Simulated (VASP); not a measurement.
Here is the system:

```
Mg2Si
1.0
    0.00000     3.17046     3.17046
    3.17046     0.00000     3.17046
    3.17046     3.17046     0.00000
Mg Si
2 1
Direct
  0.25000   0.25000   0.25000
  0.75000   0.75000   0.75000
  0.00000   0.00000   0.00000
```

All values below come from optB88-vdW, VASP's PBE PAW potentials (set 64) (plane waves; VASP). Numerical set-up: 520 eV cut-off, Gaussian smearing of 0.050 eV, potentials Mg Si.

### Question
Predict the band gap (along the path) with the smallest direct gap where there is one.

### Answer

```yaml
band gap (along the path): 0.33 eV
smallest direct gap (along the path): 1.95 eV
```

The absolute energy has meaning only against runs of the same code, potentials and settings.

The compound is Mg2Si in the antifluorite structure. It was relaxed first.
